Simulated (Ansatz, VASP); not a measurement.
# Cross-check of CsH between VASP and Ansatz

One calculation is typed for both programs; each brings its own data sets. How far apart do they land? The cell is taken from a series of runs on this material, whose earlier steps may have relaxed, scaled, displaced or heated it; both programs get it as it stands.

Method: plane waves, with VASP 6.6.1 beside it; relaxation of cell and atoms at LDA and zone-centre phonons at LDA, in Ansatz 0.2.0.

### Step 1. Set-up

The structure is cubic, space group Pm-3m (No. 221). Conventional cell: a = 3.639 Å, b = 3.639 Å, c = 3.639 Å, α = 90.00°, β = 90.00°, γ = 90.00°. Cs has 8 H at 3.15 Å nearest. Nearest to H lie 8 Cs at 3.15 Å. Farther neighbours are not listed.

### Step 2. Ansatz: relaxation of cell and atoms, LDA

Ansatz runs on its default PAW (the set named soft_2) files.

The relaxed volume is the usual yardstick between codes: in a stiff, nearly cubic crystal its relative difference is about their pressure difference at one cell divided by the bulk modulus.

Contents of input.yaml:

```yaml
crystal:
  lattice:
    - [3.6385986822, 0.0, 0.0]
    - [0.0, 3.6385986822, 0.0]
    - [0.0, 0.0, 3.6385986822]
  atoms:
    - { symbol: Cs, position: [0.0, 0.0, 0.0] }
    - { symbol: H, position: [0.5, 0.5, 0.5] }
kpoints:
  mp_grid: { grid: [8, 8, 8] }
hamiltonian:
  xc: lda
scf:
  occupations: { method: gaussian, width: 0.02 }
output:
  forces: true
  stress: true
  eigenvalues: true
relax:
  adjacent_minimum: "off"
  f_tol: 0.005
  max_steps: 80
  cell: { stress_tol: 0.05 }
```

On the command line:

```console
$ ansatz run input.yaml --threads 4 --pin off --max-ram 7168MiB --backend cpu --events-out ev --progress --plain --runs-dir out
```

Numbers of over 12 decimals in the logs are rounded to 6 here.

The log of the run:

```text
Engine: ansatz 0.2.0, x86_64-unknown-linux-gnu
Pseudopotentials: kind: paw
Pseudopotential: Cs, paw, valence charge 9, recommended cutoff 420 eV (normal), Cs.paw.azcp
Pseudopotential: H, paw, valence charge 1, recommended cutoff 420 eV (normal), H.paw.azcp
Functional definition: SPW92
  exchange = slater_x
  correlation = pw_c
Crystal: 2 atoms, lattice volume = 48.173 Å³
Basis set: ecut = 420 eV, 925 PW (Γ)
Bands: 9, of which v1, the nominal top of the filled ones, is band 5 counted from 1 (4 counted from 0)
Symmetry: 48 space group operations
Space group: Pm-3m (ITA 221), of the structure as read, at distance tolerance 3.6e-5 Å
k-points: 35 of 512
Non-local potential: Cs, projectors of the file, l = 0: 3, l = 1: 2, l = 2: 2, l = 3: 2
Non-local potential: H, projectors of the file, l = 0: 2, l = 1: 1
PAW form: soft (Blöchl's): semilocal exchange-correlation on the pseudo side does not see the compensation charge
PAW frozen core: Cs, regenerated for the run's functional, and the local potential with it (the file was generated under x = pbe(κ = 0.804, μ = 0.219515), c = pbe(β = 0.066725))
PAW one-centre angular grid: Cs, 194 points (default); XC on 64 Gauss nodes
PAW one-centre angular grid: H, 110 points (default); XC on 64 Gauss nodes
Initial density: superposition of atomic densities (neutral atoms: chi_scale 0, normalization atom), corrected by the library's trained network
Initial wavefunctions: pseudopotential atomic-orbital guess
Functional: x = slater, c = lda
SCF iter   1: F=—  HF=-5520.975937 eV  |F-HF|=—  |Δ(HF+E_count)|=         —  Δρ=9.06e-3  dr2=4.73e-2  ethr=1.77e-3  ⟨swp⟩=7.0  Hψ=2713  notcnv=0
preconditioner: auto → none  [insulator: Δε(μ)=2.148 eV  Ē_g=11.926 eV  σ=0.020 eV  W_gap=1.00  n_scr=6 (ndim 8)  ℏωp=15.1 eV  f_vac=0.000  D(μ)=0.00/eV (n_scr^D=0)  ε∞_Penn≈2.6]
SCF iter   2: F=—  HF=-5520.958609 eV  |F-HF|=—  |Δ(HF+E_count)|=   1.73e-2  Δρ=1.73e-3  dr2=1.16e-3  ethr=4.73e-4  ⟨swp⟩=2.4  Hψ=784  notcnv=0
SCF iter   3: F=—  HF=-5520.958431 eV  |F-HF|=—  |Δ(HF+E_count)|=   1.78e-4  Δρ=6.57e-4  dr2=1.33e-4  ethr=1.16e-5  ⟨swp⟩=2.0  Hψ=468  notcnv=0
SCF iter   4: F=—  HF=-5520.958441 eV  |F-HF|=—  |Δ(HF+E_count)|=   9.92e-6  Δρ=9.84e-5  dr2=2.09e-6  ethr=1.33e-6  ⟨swp⟩=1.9  Hψ=421  notcnv=0
SCF iter   5: F=—  HF=-5520.958442 eV  |F-HF|=—  |Δ(HF+E_count)|=   8.10e-7  Δρ=5.85e-6  dr2=1.66e-8  ethr=2.09e-8  ⟨swp⟩=2.6  Hψ=457  notcnv=0
SCF iter   6: F=-5520.958442 eV  HF=-5520.958442 eV  |F-HF|=1.38e-10  |Δ(HF+E_count)|=   3.71e-9  Δρ=9.48e-7  dr2=2.55e-10  ethr=1.66e-10  ⟨swp⟩=2.7  Hψ=1131  notcnv=0
SCF 1 converged in 6 iterations: F = -5520.958442 eV  dr2 = 2.55e-10
  greatest PAW one-centre occupation: 0.928 electrons in one spin orbital (limit 2), on the Cs atom at site 0 (counted from 0), in its partial waves of l = 0
relax step   1: F+E_penalty+E_count = -5520.95844201 eV  Δ(F+E_penalty+E_count) = +0.000e0 eV  max|allowed force component| = 1.150e-31 eV/Å  Δτ_max = 0.0000 Å  P = -0.003 GPa  Ω = 48.173 Å³  (6 SCF iters, dr2 threshold 1.00e-7 eV, accepted)
Initial density: handed on by an earlier stage of this run
Initial wavefunctions: pseudopotential atomic-orbital guess (no wavefunctions were taken with the density)
iter 1 solved again at ethr=2.56e-6 eV; its pass at ethr=3.10e-3 eV (dr2=2.56e-4 eV) is discarded
SCF iter   1: F=—  HF=-5520.958442 eV  |F-HF|=—  |Δ(HF+E_count)|=         —  Δρ=2.49e-6  dr2=2.38e-9  ethr=2.56e-6  ⟨swp⟩=2.9  Hψ=3536  notcnv=0
eigensolver tolerance schedule: the retry pair's looser diagonalisation over-reported the residual by 107657.82 of it (diagonalisation noise at an unbounded share of the residual, at the tolerance the schedule requests for it); recorded, not acted on — ethr = c·dr2/N_el stays at c = 1.0e-1
preconditioner: auto → none  [insulator: Δε(μ)=2.420 eV  Ē_g=11.914 eV  σ=0.020 eV  W_gap=1.00  n_scr=6 (ndim 8)  ℏωp=15.1 eV  f_vac=0.000  D(μ)=0.00/eV (n_scr^D=0)  ε∞_Penn≈2.6]
SCF iter   2: F=—  HF=-5520.958442 eV  |F-HF|=—  |Δ(HF+E_count)|=   1.66e-8  Δρ=1.59e-6  dr2=1.35e-9  ethr=2.38e-11  ⟨swp⟩=3.1  Hψ=647  notcnv=0
SCF iter   3: F=—  HF=-5520.958442 eV  |F-HF|=—  |Δ(HF+E_count)|=  4.44e-10  Δρ=8.55e-7  dr2=3.18e-10  ethr=1.35e-11  ⟨swp⟩=1.8  Hψ=377  notcnv=0
SCF iter   4: F=—  HF=-5520.958442 eV  |F-HF|=—  |Δ(HF+E_count)|=  7.28e-11  Δρ=2.50e-7  dr2=3.34e-11  ethr=3.18e-12  ⟨swp⟩=2.1  Hψ=484  notcnv=0
SCF iter   5: F=-5520.958442 eV  HF=-5520.958442 eV  |F-HF|=6.37e-12  |Δ(HF+E_count)|=  9.09e-12  Δρ=1.36e-7  dr2=8.46e-12  ethr=1.00e-12  ⟨swp⟩=5.2  Hψ=1194  notcnv=0
SCF 2 converged in 5 iterations: F = -5520.958442 eV  dr2 = 8.46e-12
relax step   2: F+E_penalty+E_count = -5520.95844201 eV  Δ(F+E_penalty+E_count) = +0.000e0 eV  max|allowed force component| = 5.095e-31 eV/Å  Δτ_max = 0.0000 Å  P = -0.003 GPa  Ω = 48.173 Å³  stress off target by 3.32e-3 GPa  SCF on the basis re-selected at this cell (its energy is not comparable with the rows above)  (5 SCF iters)
basis re-selected at this cell: Δ(F+E_penalty+E_count) = +0.000e0 eV, ΔP = -0.000 GPa vs the last step (what re-selecting the basis moved, of the pressure what is left beyond the Pulay correction that the steps carried, after the strain that the cell walked since its last selection, with what the two solves' SCF thresholds leave and, on support functions, any second-order correction that the steps lacked; it is no me [...]
SCF converged after 5 iterations
Free energy (F): -5520.958442 eV
Harris-Foulkes:  -5520.958442 eV  (|F-HF|=6.37e-12)
Internal energy: -5520.958442 eV  (E = F + TS)
E sigma→0 (E₀):  -5520.958442 eV
Fermi energy:    6.535026 eV
--- Per-component energies (eV) ---
  E_band       = -41.166511
  E_kinetic    = 156.178967
  E_local      = -204.884497  (includes V_loc(G=0)·N_el)
  E_nonlocal   = 33.805173
  E_hartree    = 68.197580
  E_xc         = -182.309719
  E_vxc        = -139.019229  (∫ρ·V_xc dr)
  E_paw        = -4903.283413  (= ΣΔE_a)
  E_vpaw       = -23.641078  (= ΣTr[D̂ρ^β])
  E_aug_tail   = -0.001034  (compensation charges beyond the density's cutoff)
  E_ewald      = -488.932056
  E_core_change = 0.270556  (= ΣΔE_core)
  E_smearing   = -0.000000  (= −TS)
  E_closure    = 0.000000  (closes the sum)
  Σ components = -5520.958442   (vs F -5520.958442, Δ=0.00e0)
--- Forces (eV/Å), atoms counted from 1 ---
  atom   1  Cs     0.00000000     0.00000000     0.00000000
  atom   2  H      0.00000000    -0.00000000     0.00000000
  max |Σ_I F_I| component: 1.22e-30 eV/Å
--- Stress (GPa, compression-positive) ---
       -0.003315       0.000000       0.000000
        0.000000      -0.003315       0.000000
        0.000000       0.000000      -0.003315
  P = ⅓ Tr σ = -0.0033 GPa (-0.033 kbar)
--- Band table (eV; the first three rows and the last of 35) ---
  k-point 0: bands = ["-16.4939", "-2.1680", "-2.1680", "-2.1680", "3.1705", "8.4690", "8.4690", "13.5894", "15.7092"]
  k-point 1: bands = ["-16.4583", "-2.5774", "-2.1348", "-2.1348", "3.4859", "8.5749", "8.8953", "12.8825", "14.1837"]
  k-point 2: bands = ["-16.3700", "-3.4001", "-2.0531", "-2.0531", "4.1634", "8.8623", "9.2710", "12.7658", "12.8425"]
  k-point 34: bands = ["-15.7676", "-3.5285", "-3.5285", "-3.5285", "5.3253", "7.7450", "7.7450", "7.7450", "17.3502"]
--- Relaxed structure (1 steps of the walk, 1 accepted, 1 SCFs on fresh bases) ---
  F+E_penalty+E_count = -5520.95844201 eV   max|allowed force component| = 5.095e-31 eV/Å   (the final SCF, on the basis selected at the relaxed cell)
  cell:  # Å, volume = 48.1729 Å³
    - [3.6385986822, 0.0, 0.0]
    - [0.0, 3.6385986822, 0.0]
    - [0.0, 0.0, 3.6385986822]
  atoms:
    - { symbol: Cs, position: [0.0, 0.0, 0.0] }
    - { symbol: H, position: [0.5, 0.5, 0.5] }
```

Reading the cycles: dr2 is the Hartree energy of the density residual (eV), the measure of convergence; HF is the Harris–Foulkes estimate of the energy, which meets the free energy F at convergence.

### Step 3. VASP: relaxation of cell and atoms, LDA

The same cell, functional (in two slightly different forms), mesh and smearing now go to VASP, with its own data sets.

Lines of VASP's logs that name or quote its potential files are left out, and so is its time.

Contents of INCAR:

```
SYSTEM = CsH
PREC = Accurate
ENCUT = 500
EDIFF = 1E-07
NELM = 120
ISMEAR = 0
SIGMA = 0.02
LREAL = .FALSE.
ALGO = Normal
GGA = CA
NBANDS = 11
LORBIT = 11
LWAVE = .FALSE.
LCHARG = .FALSE.
ISIF = 3
IBRION = 2
NSW = 80
EDIFFG = -0.005
LASPH = .TRUE.
GGA_COMPAT = .FALSE.
NELMIN = 4
EFERMI = MIDGAP
KPAR = 2
```

Contents of POSCAR:

```
CsH
1.0
    3.6385990000      0.0000000000      0.0000000000
    0.0000000000      3.6385990000      0.0000000000
    0.0000000000      0.0000000000      3.6385990000
Cs H
1 1
Direct
    0.0000000000      0.0000000000      0.0000000000
    0.4999998626      0.4999998626      0.4999998626
```

Contents of KPOINTS:

```
Automatic mesh
0
Gamma
8 8 8
0 0 0
```

PAW data sets: Cs_sv and H (LDA family, release 64).

On the command line:

```console
$ mpirun -np 2 vasp_std
```

The log of the run:

```text
[banner, memory and clock lines left out]
running    2 mpi-ranks, on    1 nodes
 distrk:  each k-point on    1 cores,    2 groups
 distr:  one band on    1 cores,    1 groups

 POSCAR found type information on POSCAR CsH
 POSCAR found :  2 types and       2 ions
 LDA part: xc-table for (Slater(with rela. corr.)+CA(PZ))
 , standard interpolation
 POSCAR, INCAR and KPOINTS ok, starting setup
 FFT: planning ... GRIDC
 FFT: planning ... GRID_SOFT
 FFT: planning ... GRID
 WAVECAR not read
 entering main loop
       N       E                     dE             d eps       ncg     rms          rms(c)
DAV:   1     0.390621741799E+02    0.39062E+02   -0.43488E+03   770   0.762E+02
DAV:   2    -0.296380413789E+01   -0.42026E+02   -0.39747E+02   939   0.121E+02
DAV:   3    -0.564956489004E+01   -0.26858E+01   -0.26806E+01   925   0.325E+01
DAV:   4    -0.566503751868E+01   -0.15473E-01   -0.15471E-01   875   0.282E+00
DAV:   5    -0.566508248076E+01   -0.44962E-04   -0.44962E-04   889   0.161E-01    0.334E+00
DAV:   6    -0.507973163545E+01    0.58535E+00   -0.58979E-01   841   0.319E+00    0.137E+00
DAV:   7    -0.494922959872E+01    0.13050E+00   -0.54537E-01   864   0.279E+00    0.488E-01
DAV:   8    -0.495508716703E+01   -0.58576E-02   -0.46512E-02   827   0.100E+00    0.235E-01
DAV:   9    -0.495131362837E+01    0.37735E-02   -0.81513E-03   821   0.380E-01    0.247E-02
DAV:  10    -0.495137891111E+01   -0.65283E-04   -0.81778E-04   878   0.127E-01    0.207E-02
DAV:  11    -0.495137103419E+01    0.78769E-05   -0.28973E-05   842   0.206E-02    0.633E-03
DAV:  12    -0.495137108612E+01   -0.51931E-07   -0.25034E-06   868   0.791E-03    0.267E-03
DAV:  13    -0.495137106162E+01    0.24503E-07   -0.13443E-07   647   0.228E-03
   1 F= -.49513711E+01 E0= -.49513711E+01  d E =-.495137E+01
 curvature:   0.00 expect dE= 0.000E+00 dE for cont linesearch  0.000E+00
 trial: gam= 0.00000 g(F)=  0.000E+00 g(S)=  0.915E-04 ort = 0.000E+00 (trialstep = 0.100E+01)
 search vector abs. value=  0.915E-04
 bond charge predicted
       N       E                     dE             d eps       ncg     rms          rms(c)
DAV:   1    -0.495177789013E+01   -0.40680E-03   -0.65298E-03   776   0.441E-01    0.771E-02
DAV:   2    -0.495151599411E+01    0.26190E-03   -0.31487E-04   788   0.994E-02    0.364E-02
DAV:   3    -0.495144197796E+01    0.74016E-04   -0.25279E-04   784   0.856E-02    0.771E-03
DAV:   4    -0.495144098412E+01    0.99384E-06   -0.23305E-06   844   0.105E-02    0.405E-03
DAV:   5    -0.495144076869E+01    0.21543E-06   -0.35272E-07   800   0.350E-03    0.105E-03
DAV:   6    -0.495144075976E+01    0.89326E-08   -0.14236E-08   403   0.629E-04
   2 F= -.49514408E+01 E0= -.49514408E+01  d E =-.696981E-04
 trial-energy change:   -0.000070  1 .order   -0.000070   -0.000091   -0.000049
 step:   2.1303(harm=  2.1303)  dis= 0.00000  next Energy=    -4.951468 (dE=-0.974E-04)
 bond charge predicted
       N       E                     dE             d eps       ncg     rms          rms(c)
DAV:   1    -0.495190236311E+01   -0.46159E-03   -0.83597E-03   776   0.499E-01    0.870E-02
DAV:   2    -0.495156838825E+01    0.33397E-03   -0.40173E-04   782   0.112E-01    0.411E-02
DAV:   3    -0.495147397914E+01    0.94409E-04   -0.32207E-04   787   0.966E-02    0.869E-03
DAV:   4    -0.495147271167E+01    0.12675E-05   -0.29563E-06   829   0.118E-02    0.457E-03
DAV:   5    -0.495147243599E+01    0.27569E-06   -0.44692E-07   800   0.394E-03    0.119E-03
DAV:   6    -0.495147242464E+01    0.11350E-07   -0.18148E-08   394   0.709E-04
   3 F= -.49514724E+01 E0= -.49514724E+01  d E =-.101363E-03
 curvature:  -1.07 expect dE=-0.211E-06 dE for cont linesearch -0.211E-06
 trial: gam=-0.04437 g(F)=  0.168E-49 g(S)=  0.198E-06 ort = 0.426E-05 (trialstep = 0.123E+01)
 search vector abs. value=  0.529E-09
 reached required accuracy - stopping structural energy minimisation
```

Parts of OUTCAR (step 3):

```text
ion  position               nearest neighbor table
   1  0.000  0.000  0.000-
   2  0.500  0.500  0.500-

  LATTYP: Found a simple cubic cell.
 ALAT       =     3.6385990000

 Subroutine GETGRP returns: Found 48 space group operations
 (whereof 48 operations were pure point group operations)

The static configuration has the point symmetry O_h .

 Found     35 irreducible k-points:

   k-points           NKPTS =     35   k-points in BZ     NKDIM =     35   number of bands    NBANDS=     11

   dimension x,y,z NGX =    28 NGY =   28 NGZ =   28
   dimension x,y,z NGXF=    56 NGYF=   56 NGZF=   56

   ENCUT  =  500.0 eV  36.75 Ry    6.06 a.u.   6.63  6.63  6.63*2*pi/ulx,y,z

   NELECT =      10.0000    total number of electrons

 k-points in reciprocal lattice and weights: Automatic mesh
   0.00000000  0.00000000  0.00000000       0.002
   0.12500000  0.00000000  0.00000000       0.012
   0.25000000  0.00000000  0.00000000       0.012
   0.37500000  0.00000000  0.00000000       0.012
   0.50000000  0.00000000  0.00000000       0.006
   0.12500000  0.12500000  0.00000000       0.023
   0.25000000  0.12500000  0.00000000       0.047
   0.37500000  0.12500000  0.00000000       0.047
   0.50000000  0.12500000  0.00000000       0.023
[...]
0.50000000  0.50000000  0.37500000       0.012
   0.50000000  0.50000000  0.50000000       0.002

 average (electrostatic) potential at core
       1 -48.6695       2 -31.7636

 E-fermi :   2.4017

 k-point     1 :       0.0000    0.0000    0.0000
  band No.  band energies     occupation
      1     -20.5846      2.00000
      2      -6.3334      2.00000
      3      -6.3334      2.00000
      4      -6.3334      2.00000
      5      -0.9710      2.00000
      6       4.2942      0.00000
      7       4.2942      0.00000
      8       9.4031      0.00000
      9      11.4401      0.00000
     10      11.4401      0.00000
    ...

 k-point     2 :       0.1250    0.0000    0.0000
  band No.  band energies     occupation
      1     -20.5492      2.00000
      2      -6.7392      2.00000
      3      -6.3008      2.00000
      4      -6.3008      2.00000
      5      -0.6587      2.00000
      6       4.4018      0.00000
      7       4.7229      0.00000
      8       8.8063      0.00000
      9      10.1121      0.00000
     10      10.1121      0.00000
    ...

 k-point     3 :       0.2500    0.0000    0.0000
  band No.  band energies     occupation
      1     -20.4615      2.00000
      2      -7.5546      2.00000
      3      -6.2202      2.00000
      4      -6.2202      2.00000
      5       0.0159      2.00000
      6       4.6912      0.00000
      7       5.0947      0.00000
      8       8.7085      0.00000
      9       8.7085      0.00000
     10       8.8022      0.00000
    ...

  Total        0.0016544      0.0016544      0.0016544     -0.0000000     -0.0000000     -0.0000000
  in kB        0.0547227      0.0547227      0.0547227     -0.0000000     -0.0000000     -0.0000000
  external PRESSURE =       0.0547227 kB  Pullay stress =       0.0000000 kB

  energy-cutoff  :      500.00
  volume of cell :       48.44
      direct lattice vectors                 reciprocal lattice vectors
     3.645245870  0.000000000  0.000000000     0.274329918  0.000000000  0.000000000
    -0.000000000  3.645245870  0.000000000    -0.000000000  0.274329918 -0.000000000
    -0.000000000  0.000000000  3.645245870    -0.000000000 -0.000000000  0.274329918

 POSITION                                       TOTAL-FORCE (eV/Angst)
 -----------------------------------------------------------------------------------
      0.00000      0.00000      0.00000         0.000000      0.000000      0.000000
      1.82262      1.82262      1.82262        -0.000000      0.000000      0.000000
 -----------------------------------------------------------------------------------
    total drift:                                0.000019      0.000019      0.000019

  FREE ENERGIE OF THE ION-ELECTRON SYSTEM (eV)
  ---------------------------------------------------
  free  energy   TOTEN  =        -4.9514724246 eV

  energy  without entropy=       -4.9514724246  energy(sigma->0) =       -4.95147242

 reached required accuracy - stopping structural energy minimisation

 total charge
# of ion       s       p       d       tot
------------------------------------------
    1        1.832   4.669   0.066   6.567
    2        0.468   0.000   0.000   0.469
--------------------------------------------------
tot          2.300   4.670   0.066   7.036

[... 3 further parts left out ...]
```

### Step 4. Side by side

Known differences besides the potentials themselves: the two LDA forms differ slightly; the cutoff is 420 eV in Ansatz and 500 eV in VASP; VASP's log shows a relativistic correction to its local exchange, Ansatz's none; Ansatz adds a Pulay correction to the stress that steers its cell, VASP none. Total energies have different zeros and are not compared.

Both answers:

```
                                         quantity  Ansatz   VASP  difference
                                      volume (Å³)   48.17  48.44     -0.55 %
edge a after relaxation, in the typed setting (Å)   3.639  3.645     -0.18 %
```

[end of part 1 of 2]

[Lines on the potential files, build, host, timing and source positions are cut from VASP's logs without a mark.]

[Logs are printed without paths, hosts, clocks, repeated set-up lines and the standing remarks that a program may print on its own settings, such as how far it seeks lower states.]

[Hosts, paths, dates, database ids (printed as entryN), source tags and the programs' standing remarks are cut or masked in the printed files.]
